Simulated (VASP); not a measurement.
# Zn$_{3}$As$_{2}$ (space group Pn-3m): computed properties

The numbers are results of PBEsol GGA, VASP's PBE PAW potentials (set 64) (plane waves; VASP), not measurements.

```
Quantity                                                               Value
----------------------------------  ----------------------------------------
space group                                                      Pn-3m (224)
cell                                 a = b = c = 5.839 Å, α = β = γ = 90.00°
volume per atom                                                19.91 Å³/atom
band gap (over mesh and band path)  none (metal, semimetal or under 0.01 eV)
density                                                           5.77 g/cm³
```

```cif
data_As4Zn6
_chemical_formula_sum 'Zn6 As4'
_space_group_name_H-M_alt 'P 1'
_space_group_IT_number 1
_cell_length_a 5.83877
_cell_length_b 5.83877
_cell_length_c 5.83877
_cell_angle_alpha 90.000
_cell_angle_beta 90.000
_cell_angle_gamma 90.000
loop_
_space_group_symop_operation_xyz
  'x, y, z'
loop_
_atom_site_label
_atom_site_type_symbol
_atom_site_fract_x
_atom_site_fract_y
_atom_site_fract_z
_atom_site_occupancy
Zn1 Zn 0.00000 0.50000 0.50000 1
Zn2 Zn 0.00000 0.50000 0.00000 1
Zn3 Zn 0.50000 0.00000 0.50000 1
Zn4 Zn 0.00000 0.00000 0.50000 1
Zn5 Zn 0.50000 0.50000 0.00000 1
Zn6 Zn 0.50000 0.00000 0.00000 1
As1 As 0.25000 0.25000 0.25000 1
As2 As 0.25000 0.75000 0.75000 1
As3 As 0.75000 0.75000 0.25000 1
As4 As 0.75000 0.25000 0.75000 1
```

The structure comes from a computed database's Zn3As2 entry (Pn-3m); how it stands against other phases isn't given here. It was relaxed first, which changed the volume by -6 %. Symmetry was kept, so distortions that lower it aren't found.
